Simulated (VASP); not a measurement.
Here is the system:

```yaml
crystal:
  lattice:
    - [0.00000, 2.73000, 2.73000]
    - [2.73000, 0.00000, 2.73000]
    - [2.73000, 2.73000, 0.00000]
  atoms:
    - { symbol: Al, position: [0.00000, 0.00000, 0.00000] }
    - { symbol: P, position: [0.25000, 0.25000, 0.25000] }
```

Method: G0W0 on PBE orbitals, VASP's PBE PAW potentials (set 64) (plane waves; VASP). Run with PREC = Normal, 350 eV cut-off, 4×4×4 Γ-centred mesh, Gaussian smearing of 0.010 eV, potentials Al_GW P_GW.

The mesh is coarse and the basis finite, so the quasiparticle values are not converged.

NBANDS = 160, ENCUTGW = 200 eV, NOMEGA = 64. The PBE levels (eV) that the step starts from are:

```
state                          KS energy  filling
-----------------------------  ---------  -------
k1 (0.00, 0.00, 0.00), band 1      -7.61        2
k1 (0.00, 0.00, 0.00), band 2       3.90        2
k1 (0.00, 0.00, 0.00), band 3       3.90        2
k1 (0.00, 0.00, 0.00), band 4       3.90        2
k1 (0.00, 0.00, 0.00), band 5       7.20        0
k1 (0.00, 0.00, 0.00), band 6       8.44        0
k1 (0.00, 0.00, 0.00), band 7       8.44        0
k1 (0.00, 0.00, 0.00), band 8       8.44        0
k5 (0.50, 0.25, 0.00), band 1      -5.66        2
k5 (0.50, 0.25, 0.00), band 2      -1.01        2
k5 (0.50, 0.25, 0.00), band 3       1.23        2
k5 (0.50, 0.25, 0.00), band 4       2.35        2
k5 (0.50, 0.25, 0.00), band 5       6.68        0
k5 (0.50, 0.25, 0.00), band 6       9.20        0
k5 (0.50, 0.25, 0.00), band 7      10.78        0
k5 (0.50, 0.25, 0.00), band 8      11.00        0
k7 (0.50, 0.50, 0.00), band 1      -5.26        2
k7 (0.50, 0.50, 0.00), band 2      -1.42        2
k7 (0.50, 0.50, 0.00), band 3       1.79        2
k7 (0.50, 0.50, 0.00), band 4       1.79        2
k7 (0.50, 0.50, 0.00), band 5       5.46        0
k7 (0.50, 0.50, 0.00), band 6       6.35        0
k7 (0.50, 0.50, 0.00), band 7      14.95        0
k7 (0.50, 0.50, 0.00), band 8      14.95        0
```

Give the quasiparticle energies and renormalisation factors Z.

| state | QP energy (eV) | Z |
|---|---|---|
| k1 (0.00, 0.00, 0.00), band 1 | -8.25 | 0.67 |
| k1 (0.00, 0.00, 0.00), band 2 | 3.18 | 0.76 |
| k1 (0.00, 0.00, 0.00), band 3 | 3.18 | 0.76 |
| k1 (0.00, 0.00, 0.00), band 4 | 3.18 | 0.76 |
| k1 (0.00, 0.00, 0.00), band 5 | 7.43 | 0.77 |
| k1 (0.00, 0.00, 0.00), band 6 | 8.73 | 0.76 |
| k1 (0.00, 0.00, 0.00), band 7 | 8.73 | 0.76 |
| k1 (0.00, 0.00, 0.00), band 8 | 8.73 | 0.76 |
| k5 (0.50, 0.25, 0.00), band 1 | -6.22 | 0.69 |
| k5 (0.50, 0.25, 0.00), band 2 | -1.77 | 0.70 |
| k5 (0.50, 0.25, 0.00), band 3 | 0.46 | 0.74 |
| k5 (0.50, 0.25, 0.00), band 4 | 1.57 | 0.75 |
| k5 (0.50, 0.25, 0.00), band 5 | 6.81 | 0.78 |
| k5 (0.50, 0.25, 0.00), band 6 | 9.40 | 0.76 |
| k5 (0.50, 0.25, 0.00), band 7 | 11.04 | 0.74 |
| k5 (0.50, 0.25, 0.00), band 8 | 11.26 | 0.74 |
| k7 (0.50, 0.50, 0.00), band 1 | -5.79 | 0.69 |
| k7 (0.50, 0.50, 0.00), band 2 | -2.17 | 0.70 |
| k7 (0.50, 0.50, 0.00), band 3 | 0.99 | 0.74 |
| k7 (0.50, 0.50, 0.00), band 4 | 0.99 | 0.74 |
| k7 (0.50, 0.50, 0.00), band 5 | 5.50 | 0.78 |
| k7 (0.50, 0.50, 0.00), band 6 | 6.53 | 0.78 |
| k7 (0.50, 0.50, 0.00), band 7 | 15.10 | 0.72 |
| k7 (0.50, 0.50, 0.00), band 8 | 15.10 | 0.72 |
On the mesh the gap opens from 1.56 to 2.32 eV.

The compound is AlP in the zinc blende structure. The cell was not relaxed at this level. The k-mesh is coarse (spacing up to 0.50 per Å, 2π included), so the numbers may not be converged in it.
